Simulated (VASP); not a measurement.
Level of theory: PBEsol GGA, VASP's PBE PAW potentials (set 64) (plane waves; VASP 6.6.1).

A VASP calculation is set up with these files.

File POSCAR:
```
FeNi3
6.9281640
  0.5000000000   0.0000000000   0.0000000000
  0.0000000000   0.5000000000   0.0000000000
  0.0000000000   0.0000000000   0.5000000000
Fe Ni
1 3
Cart
  0.0000000000   0.0000000000   0.0000000000
  0.0000000000   0.2500000000   0.2500000000
  0.2500000000   0.0000000000   0.2500000000
  0.2500000000   0.2500000000   0.0000000000
```

**INCAR**
```
SIGMA = 0.1   ! width (eV)
LORBIT = 11   ! lm-projected
LMAXMIX = 4   ! l cut-off of mixed one-centre charges
EDIFF = 1E-6   ! SCF stop (eV)
LCHARG = .False.
ISPIN = 2
ISIF = 2   ! forces and stress, cell fixed
SYSTEM = FeNi3
NELM = 100   ! most electronic steps
LREAL = .False.
LASPH = .True.   ! aspherical one-centre terms
ISMEAR = -1   ! Fermi-Dirac
PREC = Accurate
ALGO = Normal   ! blocked Davidson
LWAVE = .False.
ENCUT = 300
GGA = PS
```

KPOINTS:
```
Automatic mesh
0
Gamma
8 8 8
0 0 0
```

POTCAR, in this order: Fe Ni (PBE.64 set). Program: vasp_std. The INCAR's line for the spin-polarised start is left out here.

Question: What will the output report for the number of irreducible k-points (NKPTS), largest plane-wave count, number of space-group operations, FFT grid (NGX, NGY, NGZ)?

Answer: 
```json
{
 "number of irreducible k-points (NKPTS)": "35",
 "largest_plane_wave_count": "502",
 "number_of_space_group_operations": "48",
 "FFT grid (NGX, NGY, NGZ)": "20 × 20 × 20"
}
```

The structure comes from a computed database's FeNi3 entry; how it stands against other phases isn't given here. The cell was not relaxed at this level.
